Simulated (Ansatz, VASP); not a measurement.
## SbAs in two plane-wave programs

One calculation is typed for both programs; each brings its own data sets and cutoff. How far apart do they land? The cell is generated by rule, not measured, and may not be a known phase. The cell is taken from a series of VASP runs on this material, whose earlier steps may have relaxed, scaled or displaced it; both programs get it as it stands.

Program: Ansatz 0.2.0. Level of theory: plane waves, with VASP 6.6.1 beside it; band structure at PBEsol, spin-orbit coupling. Results are calculated unless marked as measured.

The structure was built from a prototype and need not be the compound's stable phase.

## 1. The starting structure

It takes space group Fm-3m (No. 225, cubic). Conventional cell: a = 5.900 Å, b = 5.900 Å, c = 5.900 Å, α = 90.00°, β = 90.00°, γ = 90.00°. Nearest to As lie 6 Sb at 2.95 Å. Nearest to Sb lie 6 As at 2.95 Å. Farther neighbours are not listed.

## 2. Ansatz: band structure, PBEsol, spin-orbit coupling

Ansatz runs on its fully relativistic PAW (standard-fr) files.

With cell and atoms fixed, the geometry can't cause a difference; cores, projectors, grids and the points listed under the comparison can.

input.yaml

```yaml
crystal:
  lattice:
    - [0.0, 2.95, 2.95]
    - [2.95, 0.0, 2.95]
    - [2.95, 2.95, 0.0]
  atoms:
    - { symbol: As, position: [0.0, 0.0, 0.0] }
    - { symbol: Sb, position: [0.5, 0.5, 0.5] }
hamiltonian:
  xc: pbesol
  pseudopotentials: { kind: paw_fr }
magnetization:
  noncollinear: true
  spin_orbit: true
kpoints:
  mp_grid: { grid: [8, 8, 8] }
  band_path:
    path:
      - [0.0, 0.0, 0.0]
      - [0.16667, 0.0, 0.16667]
      - [0.33333, 0.0, 0.33333]
      - [0.5, 0.0, 0.5]
      - [0.5, 0.08333, 0.58333]
      - [0.5, 0.18333, 0.68333]
      - [0.5, 0.25, 0.75]
      - [0.45, 0.3, 0.75]
      - [0.40833, 0.34167, 0.75]
      - [0.35, 0.35, 0.7]
      - [0.225, 0.225, 0.45]
      - [0.075, 0.075, 0.15]
      - [0.03333, 0.03333, 0.03333]
      - [0.23333, 0.23333, 0.23333]
      - [0.4, 0.4, 0.4]
      - [0.51667, 0.46667, 0.51667]
      - [0.55833, 0.38333, 0.55833]
      - [0.60833, 0.28333, 0.60833]
      - [0.60833, 0.25, 0.64167]
      - [0.55833, 0.25, 0.69167]
      - [0.51667, 0.25, 0.73333]
      - [0.5, 0.3, 0.7]
      - [0.5, 0.38333, 0.61667]
      - [0.5, 0.48333, 0.51667]
      - [0.475, 0.475, 0.55]
      - [0.425, 0.425, 0.65]
      - [0.38333, 0.38333, 0.73333]
      - [0.59167, 0.18333, 0.59167]
      - [0.55, 0.1, 0.55]
      - [0.5, 0.0, 0.5]
    npoints: 1
scf:
  occupations: { method: gaussian, width: 0.02 }
  n_extra_bands: 14
output:
  forces: true
  stress: true
  eigenvalues: true
```

Run with:

```console
$ ansatz run input.yaml --threads 2 --pin off --max-ram 4608MiB --backend cpu --events-out ev --progress --plain --runs-dir out
```

Numbers of over 12 decimals in the logs are rounded to 6 here.

Log:

```text
scf.n_extra_bands = 14 over 30 filled bands (N_el = 30.0): the run solves 44 bands
Engine: ansatz 0.2.0, aarch64-unknown-linux-gnu
Pseudopotentials: kind: paw_fr
Pseudopotential: As, paw_fr, valence charge 15, recommended cutoff 420 eV (normal), As.paw.azcp#standard-fr
Pseudopotential: Sb, paw_fr, valence charge 15, recommended cutoff 420 eV (normal), Sb.paw.azcp#standard-fr
Functional definition: PBEsol
  exchange = pbesol_x
  correlation = pbesol_c
non-collinear run that drives no moment, with spin-orbit: no starting moment large enough to seed its density (crystal.atoms[].spin), no starting occupations that ask for one, no magnetisation constraint and no magnetic field, so the semilocal B_xc is pinned to zero
Crystal: 2 atoms, lattice volume = 51.345 Å³
Basis set: ecut = 420 eV, 965 PW (Γ), exchange–correlation on 60×60×60 points (8 copies of the dense FFT grid, shifted against one another)
Bands: 44, of which v1, the nominal top of the filled ones, is band 30 counted from 1 (29 counted from 0)
Symmetry: 48 space group operations + 48 with time reversal
Magnetic group: BNS 225.117 (UNI 1619), of the structure as read, at distance tolerance 3.7e-5 Å
k-points: 29 of 512
Projection manifold: j_resolved (fully-relativistic pseudo-atomic orbitals)
Non-local potential: As, projectors of the file, l = 0: 2, l = 1: 4, l = 2: 6, l = 3: 2
Non-local potential: Sb, projectors of the file, l = 0: 2, l = 1: 4, l = 2: 4, l = 3: 4
PAW form: soft (Blöchl's): semilocal exchange-correlation on the pseudo side does not see the compensation charge
PAW frozen core: As, regenerated for the run's functional, and the local potential with it (the file was generated under x = pbe(κ = 0.804, μ = 0.219515), c = pbe(β = 0.066725))
PAW frozen core: Sb, regenerated for the run's functional, and the local potential with it (the file was generated under x = pbe(κ = 0.804, μ = 0.219515), c = pbe(β = 0.066725))
PAW one-centre angular grid: As, 590 points (default); XC on 64 Gauss nodes
PAW one-centre angular grid: Sb, 590 points (default); XC on 64 Gauss nodes
Initial density: superposition of atomic densities (chi_scale 0.1, normalization cell, long waves kept (reshape's long-wave potential 0.00 eV rms))
Initial wavefunctions: pseudopotential atomic-orbital guess
Functional: x = pbesol(κ = 0.804, μ = 0.123457), c = pbesol(β = 0.046)
SCF iter   1: F=—  HF=-11223.492857 eV  |F-HF|=—  |Δ(HF+E_count)|=         —  Δρ=1.47e-2  dr2=1.09e-1  dr2_m=0.00e0 (ungated)  ethr=3.10e-3  |M|=0.00e0 ∫|m|=0.00e0 μB  |m|>n=0.0e0 m-floor=0.0e0 τ_xc=0.0e0  β_m=0.30  ⟨swp⟩=8.9  Hψ=3628  notcnv=0  defer=38
preconditioner: auto → none  [insulator: Δε(μ)=0.114 eV  Ē_g=11.737 eV  σ=0.020 eV  W_gap=0.83  n_scr=14 (ndim 8)  ℏωp=16.4 eV  f_vac=0.000  D(μ)=1.67/eV (n_scr^D=14)  ε∞_Penn≈2.9]
SCF iter   2: F=—  HF=-11223.478855 eV  |F-HF|=—  |Δ(HF+E_count)|=   1.40e-2  Δρ=9.36e-3  dr2=3.28e-2  dr2_m=0.00e0 (ungated)  ethr=3.62e-4  |M|=0.00e0 ∫|m|=0.00e0 μB  |m|>n=0.0e0 m-floor=0.0e0 τ_xc=0.0e0  β_m=0.44  ⟨swp⟩=2.0  Hψ=850  notcnv=0  defer=212
SCF iter   3: F=—  HF=-11223.476733 eV  |F-HF|=—  |Δ(HF+E_count)|=   2.12e-3  Δρ=3.56e-3  dr2=6.00e-3  dr2_m=0.00e0 (ungated)  ethr=1.09e-4  |M|=0.00e0 ∫|m|=0.00e0 μB  |m|>n=0.0e0 m-floor=0.0e0 τ_xc=0.0e0  β_m=0.47  ⟨swp⟩=3.0  Hψ=1052  notcnv=0  defer=212
SCF iter   4: F=—  HF=-11223.476212 eV  |F-HF|=—  |Δ(HF+E_count)|=   5.21e-4  Δρ=5.05e-4  dr2=1.11e-4  dr2_m=0.00e0 (ungated)  ethr=2.00e-5  |M|=0.00e0 ∫|m|=0.00e0 μB  |m|>n=0.0e0 m-floor=0.0e0 τ_xc=0.0e0  β_m=0.53  ⟨swp⟩=2.0  Hψ=661  notcnv=0  defer=212
SCF iter   5: F=—  HF=-11223.476219 eV  |F-HF|=—  |Δ(HF+E_count)|=   6.60e-6  Δρ=1.03e-4  dr2=2.55e-6  dr2_m=0.00e0 (ungated)  ethr=3.69e-7  |M|=0.00e0 ∫|m|=0.00e0 μB  |m|>n=0.0e0 m-floor=0.0e0 τ_xc=0.0e0  β_m=0.61  ⟨swp⟩=2.3  Hψ=965  notcnv=0  defer=212
SCF iter   6: F=—  HF=-11223.476219 eV  |F-HF|=—  |Δ(HF+E_count)|=   3.77e-7  Δρ=3.05e-5  dr2=3.11e-7  dr2_m=0.00e0 (ungated)  ethr=8.51e-9  |M|=0.00e0 ∫|m|=0.00e0 μB  |m|>n=0.0e0 m-floor=0.0e0 τ_xc=0.0e0  β_m=0.66  ⟨swp⟩=2.8  Hψ=1043  notcnv=0  defer=212
SCF iter   7: F=-11223.476219 eV  HF=-11223.476219 eV  |F-HF|=2.46e-9  |Δ(HF+E_count)|=   4.18e-8  Δρ=4.69e-6  dr2=8.48e-9  dr2_m=0.00e0 (ungated)  ethr=3.33e-10  |M|=0.00e0 ∫|m|=0.00e0 μB  |m|>n=0.0e0 m-floor=0.0e0 τ_xc=0.0e0  ⟨swp⟩=11.4  Hψ=3004  notcnv=0
SCF 1 converged in 7 iterations: F = -11223.476219 eV  dr2 = 8.48e-9
  greatest PAW one-centre occupation: 0.999 electrons in one spin orbital (limit 2), on the As atom at site 0 (counted from 0), in its partial waves of l = 2
NSCF: frozen V_eff on 30 k-points
SCF converged after 7 iterations
Magnetization: |M| = 0.0000 μB,  M = (+0.0000, +0.0000, +0.0000) μB
Absolute magnetization: 0.0000 μB (∫|m|)
  site 0: m = (+0.0000, +0.0000, +0.0000) μB, |m| = 0.0000 μB  (R = 1.22 Å)
  site 1: m = (+0.0000, +0.0000, +0.0000) μB, |m| = 0.0000 μB  (R = 1.22 Å)
Free energy (F): -11223.476219 eV
Harris-Foulkes:  -11223.476219 eV  (|F-HF|=2.46e-9)
Internal energy: -11223.476098 eV  (E = F + TS)
E sigma→0 (E₀):  -11223.476158 eV
Entropy (-TS):   -0.000121 eV (-0.061 meV/atom)
Fermi energy:    9.979418 eV
--- Per-component energies (eV) ---
  E_band       = -403.931384
  E_kinetic    = 308.332685
  E_local      = -3233.684578  (includes V_loc(G=0)·N_el)
  E_nonlocal   = -304.146700
  E_hartree    = 1631.094598
  E_xc         = -215.714943
  E_vxc        = -175.083868  (∫ρ·V_xc dr)
  E_paw        = -6294.520846  (= ΣΔE_a)
  E_vpaw       = -261.534354  (= ΣTr[D̂ρ^β])
  E_aug_tail   = 0.000006  (compensation charges beyond the density's cutoff)
  E_ewald      = -3116.141529
  E_core_change = 1.305209  (= ΣΔE_core)
  E_smearing   = -0.000121  (= −TS)
  E_closure    = -0.000000  (closes the sum)
  Σ components = -11223.476219   (vs F -11223.476219, Δ=0.00e0)
--- Forces (eV/Å), atoms counted from 1 ---
  atom   1  As    -0.00000000     0.00000000    -0.00000000
  atom   2  Sb     0.00000000     0.00000000    -0.00000000
  max |Σ_I F_I| component: 6.68e-29 eV/Å
--- Stress (GPa, compression-positive) ---
       -4.557778       0.000000      -0.000000
        0.000000      -4.557778      -0.000000
        0.000000       0.000000      -4.557778
  P = ⅓ Tr σ = -4.5578 GPa (-45.578 kbar)
--- Band table (eV; the first three rows and the last of 29) ---
  k-point 0: bands = [... 26 lower, 8.4693, 8.4693, 8.4693, 8.4693, 13.0333, 13.0333, 13.8130, 13.8130, ... 10 higher]
  k-point 1: bands = [... 26 lower, 8.4970, 8.4970, 8.7589, 8.7589, 12.4004, 12.4004, 13.0253, 13.0253, ... 10 higher]
  k-point 2: bands = [... 26 lower, 8.6189, 8.6189, 9.2340, 9.2340, 11.2362, 11.2362, 11.7224, 11.7224, ... 10 higher]
  k-point 28: bands = [... 26 lower, 5.0052, 5.0052, 9.9855, 9.9855, 10.3718, 10.3718, 15.3914, 15.3914, ... 10 higher]
```

The job ended after 19 s (2 threads of Arm Neoverse N1, shared host; peak memory 0.51 GiB; 38 s of CPU time).

Reading the cycles: dr2 is the Hartree energy of the density residual (eV), the measure of convergence; HF is the Harris–Foulkes estimate of the energy, which meets the free energy F at convergence.

## 3. VASP: band structure, PBEsol, spin-orbit coupling

The same cell, functional, mesh and smearing now go to VASP, with its own data sets and cutoff.

Lines of VASP's logs that name or quote its potential files are left out, and so is its time.

INCAR

```
SYSTEM = SbAs
PREC = Accurate
ENCUT = 400
EDIFF = 1E-06
NELM = 100
ISMEAR = 0
SIGMA = 0.02
LREAL = .FALSE.
ALGO = Normal
GGA = PS
LNONCOLLINEAR = .TRUE.
MAGMOM = 0 0 0 0 0 0
NBANDS = 22
GGA_COMPAT = .FALSE.
LASPH = .TRUE.
LSORBIT = .TRUE.
LORBIT = 11
LWAVE = .FALSE.
LCHARG = .FALSE.
KPAR = 4
ISIF = 2
```

POSCAR

```
SbAs
1.0
    0.0000000000      2.9500000000      2.9500000000
    2.9500000000      0.0000000000      2.9500000000
    2.9500000000      2.9500000000      0.0000000000
As Sb
1 1
Direct
    0.0000000000      0.0000000000      0.0000000000
    0.5000000000      0.5000000000      0.5000000000
```

KPOINTS

```
Automatic mesh
0
Gamma
8 8 8
0 0 0
```

KPOINTS_OPT

```
Line mode
16
Line-mode
Reciprocal
  0.00000000   0.00000000   0.00000000 GAMMA
  0.50000000   0.00000000   0.50000000 X

  0.50000000   0.00000000   0.50000000 X
  0.50000000   0.25000000   0.75000000 W

  0.50000000   0.25000000   0.75000000 W
  0.37500000   0.37500000   0.75000000 K

  0.37500000   0.37500000   0.75000000 K
  0.00000000   0.00000000   0.00000000 GAMMA

  0.00000000   0.00000000   0.00000000 GAMMA
  0.50000000   0.50000000   0.50000000 L

  0.50000000   0.50000000   0.50000000 L
  0.62500000   0.25000000   0.62500000 U

  0.62500000   0.25000000   0.62500000 U
  0.50000000   0.25000000   0.75000000 W

  0.50000000   0.25000000   0.75000000 W
  0.50000000   0.50000000   0.50000000 L

  0.50000000   0.50000000   0.50000000 L
  0.37500000   0.37500000   0.75000000 K

  0.62500000   0.25000000   0.62500000 U
  0.50000000   0.00000000   0.50000000 X
```

The projector-augmented-wave data sets are As and Sb (PBE family, release 64).

Run with:

```console
$ mpirun -np 4 vasp_ncl
```

Log:

```text
[banner, memory and clock lines left out]
running    4 mpi-ranks, on    1 nodes
 distrk:  each k-point on    1 cores,    4 groups
 distr:  one band on    1 cores,    1 groups

 POSCAR found type information on POSCAR AsSb
 POSCAR found :  2 types and       2 ions
|                                                                             |
|               ----> ADVICE to this user running VASP <----                  |
|                                                                             |
|     You enforced a specific xc type in the INCAR file but a different       |
|     [... a line on the potential file left out ...]
|     I HOPE YOU KNOW WHAT YOU ARE DOING!                                     |
|                                                                             |

 LDA part: xc-table for (Slater+PW92), standard interpolation
 POSCAR, INCAR and KPOINTS ok, starting setup
 FFT: planning ... GRIDC
 FFT: planning ... GRID_SOFT
 FFT: planning ... GRID
 WAVECAR not read
 entering main loop
       N       E                     dE             d eps       ncg     rms          rms(c)
DAV:   1     0.259707158552E+02    0.25971E+02   -0.30498E+03  1276   0.601E+02
DAV:   2    -0.772821937540E+01   -0.33699E+02   -0.32051E+02  1712   0.113E+02
DAV:   3    -0.970104558221E+01   -0.19728E+01   -0.19488E+01  1542   0.270E+01
DAV:   4    -0.971768290109E+01   -0.16637E-01   -0.16623E-01  1478   0.294E+00
DAV:   5    -0.971784237936E+01   -0.15948E-03   -0.15948E-03  1496   0.317E-01    0.290E+00
DAV:   6    -0.965007576413E+01    0.67767E-01   -0.13635E-01  1390   0.179E+00    0.174E+00
DAV:   7    -0.965008382933E+01   -0.80652E-05   -0.22054E-02  1462   0.810E-01    0.793E-01
DAV:   8    -0.964950901318E+01    0.57482E-03   -0.72236E-04  1420   0.170E-01    0.421E-01
DAV:   9    -0.964946854749E+01    0.40466E-04   -0.23703E-04  1462   0.945E-02    0.530E-02
DAV:  10    -0.964946468505E+01    0.38624E-05   -0.72087E-05  1386   0.456E-02    0.288E-02
DAV:  11    -0.964946449722E+01    0.18784E-06   -0.14044E-05  1354   0.251E-02    0.166E-03
DAV:  12    -0.964946460728E+01   -0.11006E-06   -0.60300E-07  1048   0.507E-03
   1 F= -.96494646E+01 E0= -.96494005E+01  d E =-.128164E-03  mag=     0.0000    -0.0000     0.0000
 Start KPOINTS_OPT (optional k-point list driver)
k-point batch [1-29\160]
       N       E                     dE             ncg
DAV:   1     0.116704416574E+04   -0.48106E+04     1276
DAV:   2     0.136075082013E+03   -0.10310E+04     1806
DAV:   3     0.814160256463E+02   -0.54659E+02     1620
DAV:   4     0.809707313667E+02   -0.44529E+00     1530
DAV:   5     0.809663982643E+02   -0.43331E-02     1518
DAV:   6     0.809663139395E+02   -0.84325E-04     1576
DAV:   7     0.809663116231E+02   -0.23164E-05     1520
DAV:   8     0.809663115593E+02   -0.63782E-07     1150
[...]
k-point batch [146-160\160]
       N       E                     dE             ncg
DAV:   1     0.426097051210E+04   -0.39842E+04      660
DAV:   2     0.374574467284E+04   -0.51523E+03      922
DAV:   3     0.372274814721E+04   -0.22997E+02      812
DAV:   4     0.372257714278E+04   -0.17100E+00      798
DAV:   5     0.372257503113E+04   -0.21116E-02      804
DAV:   6     0.372257498777E+04   -0.43360E-04      800
DAV:   7     0.372257498669E+04   -0.10834E-05      804
DAV:   8     0.372257498666E+04   -0.26008E-07      632
```

Parts of OUTCAR (step 3):

```text
ion  position               nearest neighbor table
   1  0.000  0.000  0.000-   2 2.95   2 2.95   2 2.95   2 2.95   2 2.95   2 2.95
   2  0.500  0.500  0.500-   1 2.95   1 2.95   1 2.95   1 2.95   1 2.95   1 2.95

  LATTYP: Found a face centered cubic cell.
 ALAT       =     5.9000000000

 Subroutine GETGRP returns: Found 48 space group operations
 (whereof 48 operations were pure point group operations)

The static configuration has the point symmetry O_h .

 Found     29 irreducible k-points:

   k-points           NKPTS =     29   k-points in BZ     NKDIM =     29   number of bands    NBANDS=     22

   dimension x,y,z NGX =    28 NGY =   28 NGZ =   28
   dimension x,y,z NGXF=    56 NGYF=   56 NGZF=   56

   ENCUT  =  400.0 eV  29.40 Ry    5.42 a.u.   6.80  6.80  6.80*2*pi/ulx,y,z

   NELECT =      10.0000    total number of electrons

 k-points in reciprocal lattice and weights: Automatic mesh
   0.00000000  0.00000000  0.00000000       0.002
   0.12500000  0.00000000  0.00000000       0.016
   0.25000000  0.00000000  0.00000000       0.016
   0.37500000  0.00000000  0.00000000       0.016
   0.50000000  0.00000000  0.00000000       0.008
   0.12500000  0.12500000  0.00000000       0.012
   0.25000000  0.12500000  0.00000000       0.047
   0.37500000  0.12500000  0.00000000       0.047
   0.50000000  0.12500000  0.00000000       0.047
[...]
-0.37500000  0.50000000  0.12500000       0.023
  -0.25000000  0.50000000  0.25000000       0.012

 average (electrostatic) potential at core
       1 -48.4592       2 -86.6834

 E-fermi :   6.1176

 k-point     1 :       0.0000    0.0000    0.0000
  band No.  band energies     occupation
    ...
      6       4.0948      1.00000
      7       4.6006      1.00000
      8       4.6006      1.00000
      9       4.6006      1.00000
     10       4.6006      1.00000
     11       9.1942      0.00000
     12       9.1942      0.00000
     13       9.9483      0.00000
     14       9.9483      0.00000
     15       9.9483      0.00000
    ...

 k-point     2 :       0.1250    0.0000    0.0000
  band No.  band energies     occupation
    ...
      6       4.2175      1.00000
      7       4.6281      1.00000
      8       4.6281      1.00000
      9       4.8937      1.00000
     10       4.8937      1.00000
     11       8.5552      0.00000
     12       8.5552      0.00000
     13       9.1560      0.00000
     14       9.1560      0.00000
     15       9.2370      0.00000
    ...

 k-point     3 :       0.2500    0.0000    0.0000
  band No.  band energies     occupation
    ...
      6       4.4021      1.00000
      7       4.7497      1.00000
      8       4.7497      1.00000
      9       5.3720      1.00000
     10       5.3720      1.00000
     11       7.3852      0.00000
     12       7.3852      0.00000
     13       7.8522      0.00000
     14       7.8522      0.00000
     15       8.0809      0.00000
    ...

  Total       -1.4363748     -1.4363748     -1.4363748     -0.0000000      0.0000000      0.0000000
  in kB      -44.8210804    -44.8210804    -44.8210804     -0.0000000      0.0000000      0.0000000
  external PRESSURE =     -44.8210804 kB  Pullay stress =       0.0000000 kB

  energy-cutoff  :      400.00
  volume of cell :       51.34
      direct lattice vectors                 reciprocal lattice vectors
     0.000000000  2.950000000  2.950000000    -0.169491525  0.169491525  0.169491525
     2.950000000  0.000000000  2.950000000     0.169491525 -0.169491525  0.169491525
     2.950000000  2.950000000  0.000000000     0.169491525  0.169491525 -0.169491525

 POSITION                                       TOTAL-FORCE (eV/Angst)
 -----------------------------------------------------------------------------------
      0.00000      0.00000      0.00000        -0.000000     -0.000000      0.000000
      2.95000      2.95000      2.95000         0.000000      0.000000     -0.000000
 -----------------------------------------------------------------------------------
    total drift:                               -0.000000      0.000000      0.000000

  FREE ENERGIE OF THE ION-ELECTRON SYSTEM (eV)
  ---------------------------------------------------
  free  energy   TOTEN  =        -9.6494646073 eV

  energy  without entropy=       -9.6493364433  energy(sigma->0) =       -9.64940053

 Spin-Orbit-Coupling matrix elements
 Ion:    1  E_soc:     -0.0264546
 Ion:    2  E_soc:     -0.1486380

 total charge
# of ion       s       p       d       tot
------------------------------------------
    1        1.298   1.341   0.033   2.671
    2        1.234   1.041   0.043   2.318
--------------------------------------------------
tot          2.531   2.382   0.076   4.989

 magnetization (x)
# of ion       s       p       d       tot
------------------------------------------
    1        0.000   0.000   0.000   0.000
    2        0.000  -0.000   0.000   0.000
--------------------------------------------------
tot          0.000  -0.000   0.000   0.000

 magnetization (y)
# of ion       s       p       d       tot
------------------------------------------
    1        0.000  -0.000   0.000  -0.000
    2       -0.000   0.000   0.000  -0.000
--------------------------------------------------
tot         -0.000   0.000   0.000  -0.000

 magnetization (z)
# of ion       s       p       d       tot
------------------------------------------
    1       -0.000   0.000   0.000  -0.000
    2        0.000   0.000   0.000   0.000
--------------------------------------------------
tot         -0.000   0.000   0.000  -0.000

[... 3 further parts left out ...]
```

The run ends at a pressure of -4.48 GPa.

## 4. Differences

Known differences besides the potentials themselves: spin-orbit coupling enters by fully relativistic files in Ansatz and inside the spheres in VASP; the data sets hold 30 valence electrons in Ansatz (fully relativistic PAW (standard-fr) files) and 10 in VASP; the cutoff is 420 eV in Ansatz and 400 eV in VASP; Ansatz makes its cores anew for this functional, VASP keeps those of its PBE data sets. Total energies have different zeros and are not compared.

The two programs side by side:

```
      quantity  Ansatz   VASP  difference
pressure (GPa)   -4.56  -4.48       -0.08
```

Levels from 3 eV below to 2 eV above the Fermi level differ by 5 meV r.m.s. and 12 meV at most; each VASP level is matched to the nearest of Ansatz, which flatters the figure a little. Ansatz's pressure holds a Pulay correction of 0.03 GPa; VASP's holds none.

## 5. Results

| Property | Result |
| --- | --- |
| r.m.s. difference of levels near the Fermi level (band structure, PBEsol, spin-orbit coupling) | 4.8 meV |

What this shows: The r.m.s. difference of levels near the Fermi level is 4.8 meV (band structure, PBEsol, spin-orbit coupling), within the 80 meV picked in this series as the mark of a large difference. Such differences can come from data sets, numerical settings and the points named under the comparisons, not from the functional's error against experiment.

[Lines on the potential files, build, host, timing and source positions are cut from VASP's logs without a mark.]

[Logs are printed without paths, hosts, clocks, repeated set-up lines and the standing remarks that a program may print on its own settings, such as how far it seeks lower states.]

[Hosts, paths, dates, database ids (printed as entryN), source tags and the programs' standing remarks are cut or masked in the printed files.]
